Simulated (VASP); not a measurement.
# Hf (Hafnium): does spin-orbit coupling change the cell?

Aim: relax Hf (Hafnium) with and without spin-orbit coupling. The starting structure is a measured crystal structure from the Crystallography Open Database. The first relaxation on each setting starts from this cell expanded by 3 % in volume.

Main program and level: VASP 6.6.1; Kohn-Sham DFT with plane waves and PAW; PBEsol and PBEsol + spin-orbit coupling.

## Step 1: Starting point

It takes space group P6_3/mmc (No. 194, hexagonal). Conventional cell: a = 3.197 Å, b = 3.197 Å, c = 5.058 Å, α = 90.00°, β = 90.00°, γ = 120.00°. Hf has 12 Hf at 3.13 to 3.20 Å nearest.

As a file:

```cif
data_structure
_symmetry_space_group_name_H-M 'P 1'
_symmetry_Int_Tables_number 1
_cell_length_a 3.1967
_cell_length_b 3.1967
_cell_length_c 5.0578
_cell_angle_alpha 90.000
_cell_angle_beta 90.000
_cell_angle_gamma 120.000
_cell_volume 44.76
loop_
_atom_site_label
_atom_site_type_symbol
_atom_site_fract_x
_atom_site_fract_y
_atom_site_fract_z
_atom_site_occupancy
Hf1 Hf 0.66667 0.33333 0.75000 1
Hf2 Hf 0.33333 0.66667 0.25000 1
```

## Step 2: Relaxation without spin-orbit coupling

This run starts from the cell of an earlier relaxation, which isn't shown; the restart sets up the plane waves anew.

Input file INCAR:

```
SYSTEM = Hf
PREC = Accurate
ENCUT = 450
EDIFF = 1E-06
NELM = 100
ISMEAR = 1
SIGMA = 0.15
LREAL = .FALSE.
ALGO = Normal
GGA = PS
NBANDS = 16
LASPH = .TRUE.
LORBIT = 11
LWAVE = .FALSE.
LCHARG = .FALSE.
KPAR = 4
IBRION = 2
NSW = 50
ISIF = 3
EDIFFG = -0.006
```

Input file POSCAR:

```
Hf
1.0
    3.1576041164      0.0000000000      0.0000000000
   -1.5788020582      2.7345653799      0.0000000000
    0.0000000000      0.0000000000      4.9861971411
Hf
2
Direct
    0.6666666667      0.3333333333      0.7500000000
    0.3333333333      0.6666666667      0.2500000000
```

Input file KPOINTS:

```
Automatic mesh
0
Gamma
15 15 8
0 0 0
```

Potentials, in the order of the species: Hf_pv (PBE family, release 64).

Started as:

```bash
$ mpirun -np 4 vasp_std
```

Output:

```text
[banner, memory and clock lines left out]
running    4 mpi-ranks, on    1 nodes
 distrk:  each k-point on    1 cores,    4 groups
 distr:  one band on    1 cores,    1 groups

 POSCAR found type information on POSCAR Hf
 POSCAR found :  1 types and       2 ions
|                                                                             |
|               ----> ADVICE to this user running VASP <----                  |
|                                                                             |
|     You enforced a specific xc type in the INCAR file but a different       |
|     [... a line on the potential file left out ...]
|     I HOPE YOU KNOW WHAT YOU ARE DOING!                                     |
|                                                                             |

 LDA part: xc-table for (Slater+PW92), standard interpolation
 POSCAR, INCAR and KPOINTS ok, starting setup
 FFT: planning ... GRIDC
 FFT: planning ... GRID_SOFT
 FFT: planning ... GRID
 WAVECAR not read
 entering main loop
       N       E                     dE             d eps       ncg     rms          rms(c)
DAV:   1     0.432970478539E+02    0.43297E+02   -0.10789E+04  4336   0.107E+03
DAV:   2    -0.202700571509E+02   -0.63567E+02   -0.62183E+02  5776   0.240E+02
DAV:   3    -0.217465351761E+02   -0.14765E+01   -0.14673E+01  5616   0.255E+01
DAV:   4    -0.217578305771E+02   -0.11295E-01   -0.11293E-01  5392   0.273E+00
DAV:   5    -0.217579678913E+02   -0.13731E-03   -0.13731E-03  5608   0.249E-01    0.671E+01
DAV:   6    -0.212101468832E+02    0.54782E+00   -0.49203E-01  5184   0.468E+00    0.398E+01
DAV:   7    -0.210161172230E+02    0.19403E+00   -0.82057E-01  5288   0.581E+00    0.188E+00
DAV:   8    -0.210058842631E+02    0.10233E-01   -0.52144E-02  4944   0.157E+00    0.376E-01
DAV:   9    -0.210059878296E+02   -0.10357E-03   -0.11248E-03  5952   0.246E-01    0.195E-01
DAV:  10    -0.210059779849E+02    0.98447E-05   -0.41062E-05  5064   0.464E-02    0.177E-01
DAV:  11    -0.210059797279E+02   -0.17430E-05   -0.37975E-06  5456   0.138E-02    0.138E-02
DAV:  12    -0.210059797845E+02   -0.56593E-07   -0.36995E-07  2976   0.437E-03
   1 F= -.21005980E+02 E0= -.21006494E+02  d E =-.210060E+02
 curvature:   0.00 expect dE= 0.000E+00 dE for cont linesearch  0.000E+00
 trial: gam= 0.00000 g(F)=  0.594E-48 g(S)=  0.173E-05 ort = 0.000E+00 (trialstep = 0.100E+01)
 search vector abs. value=  0.173E-05
 reached required accuracy - stopping structural energy minimisation
```

Run time: 15 s. Hardware: 4 MPI ranks of Intel Xeon Platinum 8375C at 2.90GHz (Ice Lake), shared host; peak memory 0.75 GiB; 56 s of CPU time.

The logs omit lines about the potential files and the build; timing stands in the text.

From OUTCAR (step 2):

```text
ion  position               nearest neighbor table
   1  0.667  0.333  0.750-   2 3.09   2 3.09   2 3.09   2 3.09   2 3.09   2 3.09
   2  0.333  0.667  0.250-   1 3.09   1 3.09   1 3.09   1 3.09   1 3.09   1 3.09

  LATTYP: Found a hexagonal cell.
 ALAT       =     3.1576041164
 C/A-ratio  =     1.5791077530

 Subroutine GETGRP returns: Found 24 space group operations
 (whereof 12 operations were pure point group operations)

The static configuration has the point symmetry D_3d.
 The point group associated with its full space group is D_6h.

 Found    135 irreducible k-points:

   k-points           NKPTS =    135   k-points in BZ     NKDIM =    135   number of bands    NBANDS=     16

   dimension x,y,z NGX =    24 NGY =   24 NGZ =   36
   dimension x,y,z NGXF=    48 NGYF=   48 NGZF=   72

   ENCUT  =  450.0 eV  33.07 Ry    5.75 a.u.   5.46  5.46  8.62*2*pi/ulx,y,z

   NELECT =      20.0000    total number of electrons

 k-points in reciprocal lattice and weights: Automatic mesh
   0.00000000  0.00000000  0.00000000       0.001
   0.06666667  0.00000000  0.00000000       0.003
   0.13333333  0.00000000  0.00000000       0.003
   0.20000000  0.00000000  0.00000000       0.003
   0.26666667  0.00000000  0.00000000       0.003
   0.33333333  0.00000000  0.00000000       0.003
   0.40000000  0.00000000  0.00000000       0.003
   0.46666667  0.00000000  0.00000000       0.003
   0.06666667  0.06666667  0.00000000       0.003
[...]
0.33333333  0.26666667  0.50000000       0.007
   0.33333333  0.33333333  0.50000000       0.001

 average (electrostatic) potential at core
       1 -36.7832       2 -36.7832

 E-fermi :   5.0383

 k-point     1 :       0.0000    0.0000    0.0000
  band No.  band energies     occupation
    ...
      4     -24.9898      2.00000
      5     -24.9858      2.00000
      6     -24.9858      2.00000
      7      -2.4913      2.00000
      8       1.1949      2.00000
      9       5.8542     -0.00000
     10       6.1988     -0.00000
     11       6.1988     -0.00000
     12       6.5123     -0.00000
     13       7.0679     -0.00000
    ...

 k-point     2 :       0.0667    0.0000    0.0000
  band No.  band energies     occupation
    ...
      4     -25.0158      2.00000
      5     -24.9959      2.00000
      6     -24.9894      2.00000
      7      -2.3499      2.00000
      8       1.3342      2.00000
      9       5.6506     -0.00000
     10       5.8161     -0.00000
     11       6.3318     -0.00000
     12       6.8028     -0.00000
     13       6.9226     -0.00000
    ...

 k-point     3 :       0.1333    0.0000    0.0000
  band No.  band energies     occupation
    ...
      4     -25.0990      2.00000
      5     -25.0142      2.00000
      6     -25.0003      2.00000
      7      -1.9398      2.00000
      8       1.7236      2.00000
      9       5.1244      0.18410
     10       5.2415     -0.06659
     11       6.5042     -0.00000
     12       6.7262     -0.00000
     13       7.1568     -0.00000
    ...

  Total        0.0049434      0.0049434     -0.0047852     -0.0000000      0.0000000      0.0000000
  in kB        0.1839576      0.1839576     -0.1780708     -0.0000000      0.0000000      0.0000000
  external PRESSURE =       0.0632814 kB  Pullay stress =       0.0000000 kB

  energy-cutoff  :      450.00
  volume of cell :       43.05
      direct lattice vectors                 reciprocal lattice vectors
     3.157604116  0.000000000  0.000000000     0.316695812  0.182844412  0.000000000
    -1.578802058  2.734565380  0.000000000     0.000000000  0.365688825  0.000000000
     0.000000000  0.000000000  4.986197141     0.000000000  0.000000000  0.200553643

 POSITION                                       TOTAL-FORCE (eV/Angst)
 -----------------------------------------------------------------------------------
      1.57880      0.91152      3.73965        -0.000000      0.000000      0.000000
     -0.00000      1.82304      1.24655         0.000000      0.000000      0.000000
 -----------------------------------------------------------------------------------
    total drift:                                0.000000     -0.000000      0.000000

  FREE ENERGIE OF THE ION-ELECTRON SYSTEM (eV)
  ---------------------------------------------------
  free  energy   TOTEN  =       -21.0059797845 eV

  energy  without entropy=      -21.0075234303  energy(sigma->0) =      -21.00649433

 reached required accuracy - stopping structural energy minimisation

 total charge
# of ion       s       p       d       tot
------------------------------------------
    1        0.402   6.403   1.601   8.406
    2        0.402   6.403   1.601   8.406
--------------------------------------------------
tot          0.805  12.806   3.202  16.813

[... 3 further parts left out ...]
```

CONTCAR:

```
Hf
   1.00000000000000
     3.1576041163999999    0.0000000000000000    0.0000000000000000
    -1.5788020582000000    2.7345653798999998    0.0000000000000000
     0.0000000000000000    0.0000000000000000    4.9861971410999999
  Hf
     2
Direct
     0.6666666667000030    0.3333333332999970    0.7500000000000000
     0.3333333332999970    0.6666666667000030    0.2500000000000000
```

The PAW data sets were made with PBE, which is usual practice but a small mismatch for other functionals. The run keeps the 24 symmetry operations of its start, so it cannot find a distortion of lower symmetry.

Without spin-orbit coupling the relaxed cell holds 21.527 Å³ an atom, with a = 3.158 Å and c = 4.986 Å.

## Step 3: Relaxation with spin-orbit coupling

Against step 2 the input has LNONCOLLINEAR = .TRUE., MAGMOM = 0 0 0 0 0 0, GGA_COMPAT = .FALSE. and LSORBIT = .TRUE. (also changed: NBANDS and LMAXMIX). This run starts from the cell of an earlier relaxation, which isn't shown; the restart sets up the plane waves anew.

INCAR: that of step 2 with these lines changed.

```diff
@@ -10,4 +10,9 @@
 GGA = PS
-NBANDS = 16
+LNONCOLLINEAR = .TRUE.
+MAGMOM = 0 0 0 0 0 0
+NBANDS = 32
+GGA_COMPAT = .FALSE.
 LASPH = .TRUE.
+LSORBIT = .TRUE.
+LMAXMIX = 4
 LORBIT = 11
```

Input file POSCAR:

```
Hf
1.0
    3.1529091648      0.0000000000      0.0000000000
   -1.5764545824      2.7304994325      0.0000000000
    0.0000000000      0.0000000000      4.9825884019
Hf
2
Direct
    0.6666666667      0.3333333333      0.7500000000
    0.3333333333      0.6666666667      0.2500000000
```

KPOINTS is that of step 2.

Started as:

```bash
$ mpirun -np 4 vasp_ncl
```

Output:

```text
[banner, memory and clock lines left out]
running    4 mpi-ranks, on    1 nodes
[...]
[... a notice as in an earlier step ...]

 LDA part: xc-table for (Slater+PW92), standard interpolation
 POSCAR, INCAR and KPOINTS ok, starting setup
[...]
entering main loop
       N       E                     dE             d eps       ncg     rms          rms(c)
DAV:   1     0.688597348097E+02    0.68860E+02   -0.10120E+04  8728   0.108E+03
DAV:   2    -0.192588470422E+02   -0.88119E+02   -0.84016E+02 10416   0.291E+02
DAV:   3    -0.230999996207E+02   -0.38412E+01   -0.37266E+01 11360   0.409E+01
DAV:   4    -0.231515655463E+02   -0.51566E-01   -0.51464E-01 10008   0.498E+00
[...]
DAV:  11    -0.223817649598E+02    0.96130E-05   -0.33143E-05  9720   0.437E-02    0.135E-01
DAV:  12    -0.223817666981E+02   -0.17383E-05   -0.17920E-06  9816   0.861E-03    0.764E-02
DAV:  13    -0.223817672308E+02   -0.53272E-06   -0.96931E-07  6096   0.755E-03
   1 F= -.22381767E+02 E0= -.22382149E+02  d E =-.223818E+02  mag=     0.0000     0.0000    -0.0000
[...]
reached required accuracy - stopping structural energy minimisation
```

The job ended after 65 s (4 MPI ranks; peak memory 1.5 GiB; 4.3 min of CPU time).

From OUTCAR (step 3):

```text
  Total        0.0020830      0.0020830     -0.0032256     -0.0000000      0.0000000      0.0000000
  in kB        0.0778025      0.0778025     -0.1204798     -0.0000000      0.0000000      0.0000000
  external PRESSURE =       0.0117084 kB  Pullay stress =       0.0000000 kB

 POSITION                                       TOTAL-FORCE (eV/Angst)
 -----------------------------------------------------------------------------------
      1.57645      0.91017      3.73694        -0.000000     -0.000000      0.000000
     -0.00000      1.82033      1.24565         0.000000      0.000000      0.000000
 -----------------------------------------------------------------------------------
    total drift:                                0.000000     -0.000000      0.000000

  FREE ENERGIE OF THE ION-ELECTRON SYSTEM (eV)
  ---------------------------------------------------
  free  energy   TOTEN  =       -22.3817672308 eV

  energy  without entropy=      -22.3829118749  energy(sigma->0) =      -22.38214878

 magnetization (x)
# of ion       s       p       d       tot
------------------------------------------
    1        0.000   0.000   0.000   0.000
    2        0.000   0.000   0.000   0.000
--------------------------------------------------
tot          0.000   0.000   0.000   0.000

 magnetization (y)
# of ion       s       p       d       tot
------------------------------------------
    1        0.000   0.000   0.000   0.000
    2        0.000   0.000   0.000   0.000
--------------------------------------------------
tot          0.000   0.000   0.000   0.000

 magnetization (z)
# of ion       s       p       d       tot
------------------------------------------
    1        0.000   0.000   0.000   0.000
    2        0.000   0.000   0.000   0.000
--------------------------------------------------
tot          0.000   0.000   0.000   0.000

[... 1 part as in an earlier step ...]

[... 3 further parts left out ...]
[key lines of the parts left out:]
E-fermi :   5.0506
```

With spin-orbit coupling the relaxed cell holds 21.448 Å³ an atom, with a = 3.153 Å and c = 4.983 Å.

## Step 4: All runs side by side

| run | volume (Å³/atom) | a (Å) | c (Å) | pressure left (GPa) | core minutes |
| --- | --- | --- | --- | --- | --- |
| without spin-orbit coupling | 21.527 | 3.1576 | 4.9862 | 0.006 | 4.05 |
| with spin-orbit coupling | 21.448 | 3.1529 | 4.9826 | 0.001 | 17.5 |

Core minutes are wall time times ranks, summed over the relaxations behind a row (those for a bulk modulus apart), on shared hosts.

## Step 5: Summary of results

- volume without spin-orbit coupling: 21.527 Å³/atom
- volume with spin-orbit coupling: 21.448 Å³/atom

**Reading.** The run with spin-orbit coupling gives a volume -0.37 % from the one without (a -0.15 % and c -0.07 %). The relaxations stop with 0.006 and 0.001 GPa left; at a bulk modulus of 50 GPa, to name a scale, that difference alone shifts the volume by 0.01 %. The k mesh isn't tested here. GGA_COMPAT also differs between the two. Further runs on this material are not shown.

[Lines on the potential files, build, host, timing and source positions are cut from VASP's logs without a mark.]

[Logs are printed without paths, hosts, clocks, repeated set-up lines and the standing remarks that a program may print on its own settings, such as how far it seeks lower states.]

[Hosts, paths, dates, database ids (printed as entryN), source tags and the programs' standing remarks are cut or masked in the printed files.]
